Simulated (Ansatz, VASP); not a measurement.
# Cross-check of C (Diamond) between VASP and Ansatz, part 2 of 3

Wanted: the spread between two codes on one cell, functional and k mesh. The cell is taken from a series of runs on this material, whose earlier steps may have relaxed, scaled, displaced or heated it; both programs get it as it stands.

VASP 6.6.1 and Ansatz 0.2.0.

So far: Set-up; Ansatz: zone-centre phonons, LDA, pair 1.

### Step 3. VASP: zone-centre phonons, LDA, pair 1

Level of this step: LDA; plane waves and PAW (C) (VASP).

The same cell, functional (in two slightly different forms) and mesh now go to VASP, with its own data sets.

Lines of VASP's logs that name or quote its potential files are left out, and so is its time.

Input file INCAR:

```
SYSTEM = C
PREC = Accurate
ENCUT = 600
EDIFF = 1E-08
NELM = 120
ISMEAR = 0
SIGMA = 0.01
LREAL = .FALSE.
ALGO = Normal
GGA = CA
NBANDS = 10
LORBIT = 11
LWAVE = .FALSE.
LCHARG = .FALSE.
ISIF = 2
IBRION = 8
LEPSILON = .TRUE.
LASPH = .TRUE.
GGA_COMPAT = .FALSE.
EFERMI = MIDGAP
KPAR = 2
```

Input file POSCAR:

```
C
1.0
    0.0000000000      1.7889692828      1.7889692828
    1.7889692828      0.0000000000      1.7889692828
    1.7889692828      1.7889692828      0.0000000000
C
2
Direct
    0.5000000000      0.5000000000      0.5000000000
    0.7500000000      0.7500000000      0.7500000000
```

Input file KPOINTS:

```
Automatic mesh
0
Gamma
12 12 12
0 0 0
```

PAW data sets: C (LDA family, release 64).

On the command line:

```console
> mpirun -np 2 vasp_std
```

Numbers of over 12 decimals in the logs are rounded to 6 here.

Log:

```text
[banner, memory and clock lines left out]
running    2 mpi-ranks, on    1 nodes
 distrk:  each k-point on    1 cores,    2 groups
 distr:  one band on    1 cores,    1 groups

 POSCAR found type information on POSCAR C
 POSCAR found :  1 types and       2 ions
 LDA part: xc-table for (Slater(with rela. corr.)+CA(PZ))
 , standard interpolation
 POSCAR, INCAR and KPOINTS ok, starting setup
 FFT: planning ... GRIDC
 FFT: planning ... GRID_SOFT
 FFT: planning ... GRID
 WAVECAR not read
 entering main loop
       N       E                     dE             d eps       ncg     rms          rms(c)
DAV:   1     0.357634457272E+00    0.35763E+00   -0.52502E+03  1472   0.866E+02
DAV:   2    -0.206139821913E+02   -0.20972E+02   -0.20252E+02  1972   0.135E+02
DAV:   3    -0.210116266521E+02   -0.39764E+00   -0.39678E+00  1726   0.154E+01
DAV:   4    -0.210124457495E+02   -0.81910E-03   -0.81905E-03  1540   0.855E-01
DAV:   5    -0.210124471227E+02   -0.13731E-05   -0.13732E-05  1666   0.335E-02    0.559E+00
DAV:   6    -0.204348713911E+02    0.57758E+00   -0.32987E-01  1486   0.421E+00    0.323E+00
DAV:   7    -0.202326991989E+02    0.20217E+00   -0.38961E-01  1556   0.459E+00    0.690E-01
DAV:   8    -0.202324387553E+02    0.26044E-03   -0.84237E-03  1516   0.822E-01    0.254E-02
DAV:   9    -0.202324293906E+02    0.93647E-05   -0.31280E-05  1634   0.480E-02    0.191E-02
DAV:  10    -0.202324311004E+02   -0.17098E-05   -0.17850E-06  1556   0.119E-02    0.435E-03
DAV:  11    -0.202324310663E+02    0.34117E-07   -0.60495E-08  1652   0.202E-03    0.781E-04
DAV:  12    -0.202324310660E+02    0.22374E-09   -0.15787E-09   870   0.397E-04
   1 F= -.20232431E+02 E0= -.20232431E+02  d E =0.000000E+00
 Linear response reoptimize wavefunctions to high precision
DAV:   1    -0.202324310659E+02    0.99249E-10   -0.10287E-10   916   0.107E-04
 Linear response G [H, r] |phi>, progress :
  Direction:   1
       N       E                     dE             d eps       ncg     rms
RMM:   1    -0.332030110928E+02   -0.33203E+02   -0.10208E+01  3359   0.438E+01
RMM:   2    -0.323679368524E+02    0.83507E+00   -0.10482E+00  2283   0.886E+00
RMM:   3    -0.323783515924E+02   -0.10415E-01   -0.38913E-03  2391   0.556E-01
RMM:   4    -0.323784380912E+02   -0.86499E-04   -0.34755E-05  2512   0.451E-02
RMM:   5    -0.323784389042E+02   -0.81301E-06   -0.34875E-07  2496   0.437E-03
RMM:   6    -0.323784389227E+02   -0.18446E-07   -0.28131E-08  2360   0.517E-04
RMM:   7    -0.323784389192E+02    0.34333E-08    0.29128E-08  1910   0.131E-04
 Linear response G [H, r] |phi>, progress :
  Direction:   2
       N       E                     dE             d eps       ncg     rms
RMM:   1    -0.361456837880E+02   -0.36146E+02   -0.58219E+01  3377   0.420E+01
RMM:   2    -0.329236427385E+02    0.32220E+01   -0.72265E-01  2280   0.759E+00
RMM:   3    -0.329281728147E+02   -0.45301E-02   -0.32550E-03  2390   0.466E-01
RMM:   4    -0.329281926000E+02   -0.19785E-04   -0.30672E-05  2539   0.400E-02
RMM:   5    -0.329281926544E+02   -0.54413E-07   -0.27560E-07  2521   0.365E-03
RMM:   6    -0.329281926566E+02   -0.21534E-08    0.23438E-08  2383   0.446E-04
 Linear response G [H, r] |phi>, progress :
  Direction:   3
       N       E                     dE             d eps       ncg     rms
RMM:   1    -0.210727713861E+02   -0.21073E+02    0.59494E+01  3201   0.407E+01
RMM:   2    -0.224063559022E+02   -0.13336E+01   -0.96485E-01  2253   0.807E+00
RMM:   3    -0.224106302109E+02   -0.42743E-02   -0.64352E-03  2400   0.523E-01
RMM:   4    -0.224105791064E+02    0.51104E-04   -0.78518E-05  2480   0.439E-02
RMM:   5    -0.224105776212E+02    0.14853E-05   -0.16803E-06  2410   0.435E-03
RMM:   6    -0.224105775347E+02    0.86489E-07    0.17567E-07  2259   0.520E-04
RMM:   7    -0.224105775272E+02    0.75104E-08    0.63473E-07  1723   0.134E-04
RMM:   8    -0.224105775499E+02   -0.22749E-07    0.41346E-07  1623   0.983E-05
RMM:   9    -0.224105775487E+02    0.11938E-08    0.88352E-11  1452   0.961E-05
 Linear response to external field (no local field effect), progress :
  Direction:   1
       N       E                     dE             d eps       ncg     rms          rms(c)
RMM:   1    -0.186146548947E+00   -0.18615E+00   -0.68796E-01  3156   0.230E+00
RMM:   2    -0.190865964577E+00   -0.47194E-02   -0.12223E-03  2304   0.292E-01
RMM:   3    -0.190871244305E+00   -0.52797E-05   -0.38433E-06  2321   0.126E-02
RMM:   4    -0.190871267409E+00   -0.23104E-07   -0.17055E-08  2288   0.879E-04
RMM:   5    -0.190871267510E+00   -0.10116E-09   -0.65007E-11  1754   0.567E-05
 change of polarisation eV/A/(eV/A) component  1 :     0.382     0.171     0.049
 dielectric tensor                  component  1 :     7.033     2.699     0.774
 Linear response to external field (no local field effect), progress :
  Direction:   2
       N       E                     dE             d eps       ncg     rms          rms(c)
RMM:   1    -0.183437455948E+00   -0.18344E+00   -0.66236E-01  3164   0.232E+00
RMM:   2    -0.188047412195E+00   -0.46100E-02   -0.11916E-03  2307   0.295E-01
RMM:   3    -0.188052520370E+00   -0.51082E-05   -0.39922E-06  2335   0.126E-02
RMM:   4    -0.188052545879E+00   -0.25509E-07   -0.18570E-08  2301   0.941E-04
RMM:   5    -0.188052545980E+00   -0.10089E-09   -0.21092E-10  1758   0.588E-05
 change of polarisation eV/A/(eV/A) component  2 :     0.171     0.376    -0.064
 dielectric tensor                  component  2 :     2.699     6.943    -1.012
 Linear response to external field (no local field effect), progress :
  Direction:   3
       N       E                     dE             d eps       ncg     rms          rms(c)
RMM:   1    -0.932035248772E-01   -0.93204E-01   -0.33452E-01  3106   0.172E+00
RMM:   2    -0.958047543836E-01   -0.26012E-02   -0.60267E-04  2271   0.205E-01
RMM:   3    -0.958072807246E-01   -0.25263E-05   -0.18670E-06  2315   0.935E-03
RMM:   4    -0.958072911605E-01   -0.10436E-07   -0.74516E-09  2281   0.679E-04
RMM:   5    -0.958072912022E-01   -0.41720E-10   -0.57004E-11  1651   0.471E-05
 change of polarisation eV/A/(eV/A) component  3 :     0.049    -0.064     0.192
 dielectric tensor                  component  3 :     0.774    -1.012     4.028
 Linear response to external field, progress :
  Direction:   1
       N       E                     dE             d eps       ncg     rms          rms(c)
RMM:   1    -0.154281295582E+00   -0.15428E+00   -0.56180E-01  7127   0.212E+00
RMM:   2    -0.158239411034E+00   -0.39581E-02   -0.10040E-03  5164   0.264E-01    0.718E-01
RMM:   3    -0.155901879177E+00    0.23375E-02   -0.77063E-04  5135   0.213E-01    0.419E-01
RMM:   4    -0.161694146990E+00   -0.57923E-02   -0.11495E-03  5141   0.263E-01    0.320E-02
RMM:   5    -0.162119009885E+00   -0.42486E-03   -0.11829E-05  5275   0.270E-02    0.295E-03
RMM:   6    -0.162132119218E+00   -0.13109E-04   -0.40142E-08  5448   0.177E-03    0.157E-03
RMM:   7    -0.162134778942E+00   -0.26597E-05   -0.67117E-09  5440   0.775E-04    0.106E-04
RMM:   8    -0.162135542325E+00   -0.76338E-06   -0.23916E-11  4437   0.639E-05    0.274E-05
RMM:   9    -0.162135405114E+00    0.13721E-06    0.35668E-11  2355   0.213E-05    0.219E-06
 change of polarisation eV/A/(eV/A) component  1 :     0.305     0.099     0.033
 dielectric tensor                  component  1 :     5.820     1.565     0.528
 Linear response to external field, progress :
  Direction:   2
       N       E                     dE             d eps       ncg     rms          rms(c)
RMM:   1    -0.154252531265E+00   -0.15425E+00   -0.56151E-01  7139   0.212E+00
RMM:   2    -0.158239364840E+00   -0.39868E-02   -0.10059E-03  5164   0.264E-01    0.718E-01
RMM:   3    -0.155901478456E+00    0.23379E-02   -0.77225E-04  5134   0.213E-01    0.419E-01
RMM:   4    -0.161694661986E+00   -0.57932E-02   -0.11510E-03  5140   0.263E-01    0.320E-02
RMM:   5    -0.162121545137E+00   -0.42688E-03   -0.11818E-05  5277   0.270E-02    0.296E-03
RMM:   6    -0.162134613390E+00   -0.13068E-04   -0.40437E-08  5445   0.177E-03    0.157E-03
RMM:   7    -0.162137201973E+00   -0.25886E-05   -0.68266E-09  5441   0.776E-04    0.106E-04
RMM:   8    -0.162137976080E+00   -0.77411E-06   -0.11225E-10  4438   0.645E-05    0.274E-05
RMM:   9    -0.162137838463E+00    0.13762E-06   -0.31852E-11  2375   0.215E-05    0.219E-06
 change of polarisation eV/A/(eV/A) component  2 :     0.081     0.305    -0.002
 dielectric tensor                  component  2 :     1.287     5.820    -0.030
 Linear response to external field, progress :
  Direction:   3
       N       E                     dE             d eps       ncg     rms          rms(c)
RMM:   1    -0.154253696529E+00   -0.15425E+00   -0.56152E-01  7138   0.212E+00
RMM:   2    -0.158239360485E+00   -0.39857E-02   -0.10068E-03  5164   0.264E-01    0.718E-01
RMM:   3    -0.155901778802E+00    0.23376E-02   -0.77091E-04  5134   0.213E-01    0.419E-01
RMM:   4    -0.161700016834E+00   -0.57982E-02   -0.11496E-03  5138   0.263E-01    0.320E-02
RMM:   5    -0.162125875222E+00   -0.42586E-03   -0.11807E-05  5276   0.270E-02    0.296E-03
RMM:   6    -0.162139000350E+00   -0.13125E-04   -0.40371E-08  5448   0.177E-03    0.157E-03
RMM:   7    -0.162141596331E+00   -0.25960E-05   -0.68391E-09  5431   0.775E-04    0.106E-04
RMM:   8    -0.162142368717E+00   -0.77239E-06   -0.13488E-10  4437   0.643E-05    0.274E-05
RMM:   9    -0.162142229107E+00    0.13961E-06   -0.43540E-11  2374   0.217E-05    0.219E-06
 change of polarisation eV/A/(eV/A) component  3 :     0.013     0.063     0.305
 dielectric tensor                  component  3 :     0.206     0.998     5.820
 Linear response DOF=           1
 Linear response progress:
  Degree of freedom:   1/  1
       N       E                     dE             d eps       ncg     rms          rms(c)
RMM:   1    -0.118686331870E+00   -0.11869E+00   -0.16853E-02 13323   0.206E+00
RMM:   2    -0.109831484276E+00    0.88548E-02   -0.37095E-03  8522   0.397E-01    0.179E-01
RMM:   3    -0.109884795683E+00   -0.53311E-04   -0.32750E-04  8457   0.104E-01    0.984E-02
RMM:   4    -0.110628384252E+00   -0.74359E-03   -0.31854E-04  8324   0.107E-01    0.130E-02
RMM:   5    -0.110574456075E+00    0.53928E-04   -0.17459E-05  9047   0.130E-02    0.938E-04
RMM:   6    -0.110572093243E+00    0.23628E-05   -0.16119E-06  9074   0.765E-04    0.415E-04
RMM:   7    -0.110569535183E+00    0.25581E-05   -0.58649E-07  9319   0.332E-04    0.609E-05
RMM:   8    -0.110569432874E+00    0.10231E-06   -0.48285E-08  9454   0.421E-05    0.903E-06
RMM:   9    -0.110569326801E+00    0.10607E-06   -0.25887E-08  9611   0.166E-05    0.146E-06
RMM:  10    -0.110569329116E+00   -0.23157E-08   -0.77176E-08  7944   0.694E-06    0.135E-07
 first order change of Fermi-energy  -0.50503E+01
 force on displaced ion       1 direction 1 : -35.928   0.000   0.000
 Born effective charge ion    1 direction 1 :   0.000   0.000   0.000
 Born effective charges drift removed
 Linear response finished
```

Parts of OUTCAR (step 3):

```text
ion  position               nearest neighbor table
   1  0.500  0.500  0.500-   2 1.55   2 1.55   2 1.55   2 1.55
   2  0.750  0.750  0.750-   1 1.55   1 1.55   1 1.55   1 1.55

  LATTYP: Found a face centered cubic cell.
 ALAT       =     3.5779385656

 Subroutine GETGRP returns: Found 48 space group operations
 (whereof 24 operations were pure point group operations)

The static configuration has the point symmetry T_d .
 The point group associated with its full space group is O_h .

 Found     72 irreducible k-points:

   k-points           NKPTS =     72   k-points in BZ     NKDIM =     72   number of bands    NBANDS=     10

   dimension x,y,z NGX =    20 NGY =   20 NGZ =   20
   dimension x,y,z NGXF=    40 NGYF=   40 NGZF=   40

   ENCUT  =  600.0 eV  44.10 Ry    6.64 a.u.   5.05  5.05  5.05*2*pi/ulx,y,z

   NELECT =       8.0000    total number of electrons

 k-points in reciprocal lattice and weights: Automatic mesh
   0.00000000  0.00000000  0.00000000       0.001
   0.08333333  0.00000000  0.00000000       0.005
   0.16666667  0.00000000  0.00000000       0.005
   0.25000000  0.00000000  0.00000000       0.005
   0.33333333  0.00000000  0.00000000       0.005
   0.41666667  0.00000000  0.00000000       0.005
   0.50000000  0.00000000  0.00000000       0.002
   0.08333333  0.08333333  0.00000000       0.003
   0.16666667  0.08333333  0.00000000       0.014
[...]
-0.33333333  0.50000000  0.16666667       0.007
  -0.25000000  0.50000000  0.25000000       0.003

 average (electrostatic) potential at core
       1 -49.6489       2 -49.6489

  Total       -1.1627256     -1.1627256     -1.1627256     -0.0000000     -0.0000000      0.0000000
  in kB     -162.6856218   -162.6856218   -162.6856218     -0.0000000     -0.0000000      0.0000000
  external PRESSURE =    -162.6856218 kB  Pullay stress =       0.0000000 kB

  energy-cutoff  :      600.00
  volume of cell :       11.45
      direct lattice vectors                 reciprocal lattice vectors
     0.000000000  1.788969283  1.788969283    -0.279490545  0.279490545  0.279490545
     1.788969283  0.000000000  1.788969283     0.279490545 -0.279490545  0.279490545
     1.788969283  1.788969283  0.000000000     0.279490545  0.279490545 -0.279490545

 POSITION                                       TOTAL-FORCE (eV/Angst)
 -----------------------------------------------------------------------------------
      1.78897      1.78897      1.78897        -0.000000     -0.000000     -0.000000
      2.68345      2.68345      2.68345         0.000000      0.000000      0.000000
 -----------------------------------------------------------------------------------
    total drift:                                0.000000     -0.000000      0.000000

 MACROSCOPIC STATIC DIELECTRIC TENSOR (including local field effects in DFT)
 ------------------------------------------------------
           5.819900    -0.000000    -0.000000
           0.000000     5.819900     0.000000
          -0.000000     0.000000     5.819900
 ------------------------------------------------------

 PIEZOELECTRIC TENSOR (including local field effects)  for field in x, y, z        (C/m^2)
          XX          YY          ZZ          XY          YZ          ZX
  --------------------------------------------------------------------------------
  x    -0.00000     0.00000     0.00000     0.00000    -0.00000     0.00000
  y     0.00000     0.00000     0.00000     0.00000     0.00000    -0.00000
  z     0.00000     0.00000     0.00000     0.00000     0.00000     0.00000

 BORN EFFECTIVE CHARGES (including local field effects) (in |e|, cummulative output)
 ---------------------------------------------------------------------------------
 ion    1
    1     0.00000     0.00000     0.00000
    2     0.00000    -0.00000     0.00000
    3     0.00000     0.00000     0.00000
 ion    2
    1    -0.00000    -0.00000    -0.00000
    2    -0.00000     0.00000    -0.00000
    3    -0.00000    -0.00000    -0.00000

 Eigenvectors and eigenvalues of the dynamical matrix
 ----------------------------------------------------

   1 f  =   38.237847 THz   240.255481 2PiTHz 1275.477297 cm-1   158.138959 meV
             X         Y         Z           dx          dy          dz
      1.788969  1.788969  1.788969     0.000000   -0.707107    0.000000
      2.683454  2.683454  2.683454     0.000000    0.707107    0.000000

   2 f  =   38.237847 THz   240.255481 2PiTHz 1275.477297 cm-1   158.138959 meV
             X         Y         Z           dx          dy          dz
      1.788969  1.788969  1.788969    -0.707107    0.000000    0.000000
      2.683454  2.683454  2.683454     0.707107    0.000000    0.000000

   3 f  =   38.237847 THz   240.255481 2PiTHz 1275.477297 cm-1   158.138959 meV
             X         Y         Z           dx          dy          dz
      1.788969  1.788969  1.788969     0.000000    0.000000   -0.707107
      2.683454  2.683454  2.683454     0.000000    0.000000    0.707107

   4 f  =    0.000000 THz     0.000000 2PiTHz    0.000000 cm-1     0.000000 meV
             X         Y         Z           dx          dy          dz
      1.788969  1.788969  1.788969     0.707107    0.000000    0.000000
      2.683454  2.683454  2.683454     0.707107    0.000000    0.000000

   5 f  =    0.000000 THz     0.000000 2PiTHz    0.000000 cm-1     0.000000 meV
             X         Y         Z           dx          dy          dz
      1.788969  1.788969  1.788969     0.000000    0.707107    0.000000
      2.683454  2.683454  2.683454     0.000000    0.707107    0.000000

   6 f  =    0.000000 THz     0.000000 2PiTHz    0.000000 cm-1     0.000000 meV
             X         Y         Z           dx          dy          dz
      1.788969  1.788969  1.788969     0.000000    0.000000    0.707107
      2.683454  2.683454  2.683454     0.000000    0.000000    0.707107

 MACROSCOPIC STATIC DIELECTRIC TENSOR IONIC CONTRIBUTION
 ------------------------------------------------------
           0.000000    -0.000000     0.000000
          -0.000000     0.000000    -0.000000
           0.000000    -0.000000     0.000000
 ------------------------------------------------------

 ELASTIC MODULI CONTR FROM IONIC RELAXATION (kBar)
 Direction    XX          YY          ZZ          XY          YZ          ZX
 --------------------------------------------------------------------------------
 XX          -0.0000      0.0000      0.0000      0.0000     -0.0000      0.0000
 YY           0.0000     -0.0000     -0.0000      0.0000      0.0000      0.0000
 ZZ           0.0000     -0.0000     -0.0000     -0.0000      0.0000      0.0000
 XY           0.0000      0.0000     -0.0000    -16.7205      0.0000      0.0000
 YZ          -0.0000      0.0000      0.0000      0.0000    -16.7205      0.0000
 ZX           0.0000      0.0000      0.0000      0.0000      0.0000    -16.7205
 --------------------------------------------------------------------------------

 PIEZOELECTRIC TENSOR IONIC CONTR  for field in x, y, z        (C/m^2)
          XX          YY          ZZ          XY          YZ          ZX
  --------------------------------------------------------------------------------
  x     0.00000    -0.00000    -0.00000     0.00000     0.00000     0.00000
  y     0.00000     0.00000     0.00000     0.00000     0.00000    -0.00000
  z    -0.00000    -0.00000     0.00000     0.00000     0.00000     0.00000
```

### Step 4. Comparison

Known differences besides the potentials themselves: the two LDA forms differ slightly; fixed occupations in Ansatz, narrow Gaussian smearing in VASP; VASP's response is taken on the typed mesh, Ansatz refines its own for the field response alone; the cutoff is 420 eV in Ansatz and 600 eV in VASP; VASP's log shows a relativistic correction to its local exchange, Ansatz's none. Total energies have different zeros and are not compared.

Both answers:

| quantity | Ansatz | VASP | difference |
| --- | --- | --- | --- |
| ε∞ xx | 5.82 | 5.82 | +0.03 % |
| ε∞ yy | 5.82 | 5.82 | +0.03 % |
| ε∞ zz | 5.82 | 5.82 | +0.03 % |
| Born charge of C1 (mean of the diagonal) (e) | 0.00 | 0.00 | 0.00 |
| optical mode 1 to 3 (cm⁻¹) | 1270.8 | 1275.5 | -0.36 % |

Modes are paired by rising frequency, not by their patterns, so a pair may set unlike modes beside each other; they are those without the splitting of longitudinal modes.

(Continued in part 3 of 3.)

[Lines on the potential files, build, host, timing and source positions are cut from VASP's logs without a mark.]

[Logs are printed without paths, hosts, clocks, repeated set-up lines and the standing remarks that a program may print on its own settings, such as how far it seeks lower states.]

[Hosts, paths, dates, database ids (printed as entryN), source tags and the programs' standing remarks are cut or masked in the printed files.]
